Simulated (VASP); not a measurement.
These are r2SCAN meta-GGA, VASP's PBE PAW potentials (set 64) (plane waves; VASP) values and carry that method's errors.

VASP input:

POSCAR:
```
AgSb
1
   -0.0000000000     2.8663611561     2.8663611561
    2.8663611561     0.0000000000     2.8663611561
    2.8663611561     2.8663611561     0.0000000000
Sb Ag
1 1
Direct
  0.0000000000   1.0000000000   0.0000000000
  0.4651125610   0.5348874390   0.4651125610
```

### INCAR
```
# general
SYSTEM  = AgSb
PREC    = Accurate
ENCUT   = 480
LREAL   = F   # projection in real space or not
LASPH   = T

# electronic loop
EDIFF   = 1E-7   # SCF stop (eV)
NELM    = 100   # most electronic steps
ALGO    = Normal
LMAXMIX = 4   # l cut-off of mixed one-centre charges
LMIXTAU = T

# smearing
ISMEAR  = 1   # Methfessel-Paxton
SIGMA   = 0.1

# functional
METAGGA = R2SCAN

# ions
ISIF    = 2   # forces and stress, cell fixed

# output
LWAVE   = F
LCHARG  = F
```

### KPOINTS
```
Automatic mesh
0
Gamma
10 10 10
0 0 0
```

POTCAR, in this order: Sb Ag (PBE.64 set). Program: vasp_std.

The resulting files:

### OSZICAR
```
       N       E                     dE             d eps       ncg     rms          rms(c)
DAV:   1     0.306652494329E+02    0.30665E+02   -0.68289E+03  2448   0.111E+03
DAV:   2    -0.490221858152E+02   -0.79687E+02   -0.74485E+02  2704   0.225E+02
DAV:   3    -0.508298014977E+02   -0.18076E+01   -0.17922E+01  2896   0.370E+01
DAV:   4    -0.508411073192E+02   -0.11306E-01   -0.11303E-01  2784   0.322E+00
DAV:   5    -0.508412480849E+02   -0.14077E-03   -0.14076E-03  2932   0.387E-01    0.628E+00
DAV:   6    -0.465337336119E+02    0.43075E+01   -0.70641E+00  2636   0.363E+01    0.633E+00
DAV:   7    -0.465533185597E+02   -0.19585E-01   -0.46108E-01  2552   0.909E+00    0.317E+00
DAV:   8    -0.465238981816E+02    0.29420E-01   -0.19273E-01  2548   0.458E+00    0.634E-01
DAV:   9    -0.465267191817E+02   -0.28210E-02   -0.13787E-01  2580   0.342E+00    0.122E-01
DAV:  10    -0.465606154531E+02   -0.33896E-01   -0.19716E-02  2592   0.122E+00    0.991E-02
DAV:  11    -0.465605756466E+02    0.39807E-04   -0.53571E-03  2792   0.791E-01    0.550E-02
DAV:  12    -0.465615657232E+02   -0.99008E-03   -0.12449E-03  2568   0.386E-01    0.248E-02
DAV:  13    -0.465616065104E+02   -0.40787E-04   -0.74486E-05  2728   0.952E-02    0.984E-03
DAV:  14    -0.465616132081E+02   -0.66978E-05   -0.26982E-05  2648   0.598E-02    0.437E-03
DAV:  15    -0.465616185607E+02   -0.53526E-05   -0.45809E-06  2796   0.274E-02    0.246E-03
DAV:  16    -0.465616192502E+02   -0.68952E-06   -0.74498E-07  2680   0.934E-03    0.132E-03
DAV:  17    -0.465616193775E+02   -0.12727E-06   -0.23427E-07  2636   0.553E-03    0.583E-04
DAV:  18    -0.465616194042E+02   -0.26655E-07   -0.24695E-08  1404   0.193E-03
   1 F= -.46561619E+02 E0= -.46561478E+02  d E =-.423451E-03
```

### OUTCAR
```
------------------------ aborting loop because EDIFF is reached ----------------------------------------
  FORCE on cell =-STRESS in cart. coord.  units (eV):
  Direction    XX          YY          ZZ          XY          YZ          ZX
  --------------------------------------------------------------------------------------
  Total       -0.0024228      1.1577914     -0.0024228     -0.0000000     -0.0000000     -0.0000000
  in kB       -0.0824148     39.3838520     -0.0824148     -0.0000000     -0.0000000     -0.0000000
  external PRESSURE =      13.0730075 kB  Pullay stress =       0.0000000 kB
  volume of cell :       47.10
      direct lattice vectors                 reciprocal lattice vectors
     0.000000000  2.866361156  2.866361156    -0.174437195  0.174437195  0.174437195
     2.866361156  0.000000000  2.866361156     0.174437195 -0.174437195  0.174437195
     2.866361156  2.866361156  0.000000000     0.174437195  0.174437195 -0.174437195
 POSITION                                       TOTAL-FORCE (eV/Angst)
 -----------------------------------------------------------------------------------
      0.00000      0.00000      0.00000         0.000000     -0.787030      0.000000
      2.86636      2.66636      2.86636         0.000000      0.787030      0.000000
 -----------------------------------------------------------------------------------
    total drift:                               -0.000001     -0.000207     -0.000001
  FREE ENERGIE OF THE ION-ELECTRON SYSTEM (eV)
  ---------------------------------------------------
  free  energy   TOTEN  =       -46.5616194042 eV

  energy  without entropy=      -46.5611959527  energy(sigma->0) =      -46.56147825
```
(Selected blocks of OUTCAR.)

The structure was generated: AgSb was put into the rocksalt type (Fm-3m), which need not be its known phase. This cell was strained or had an atom moved on purpose.
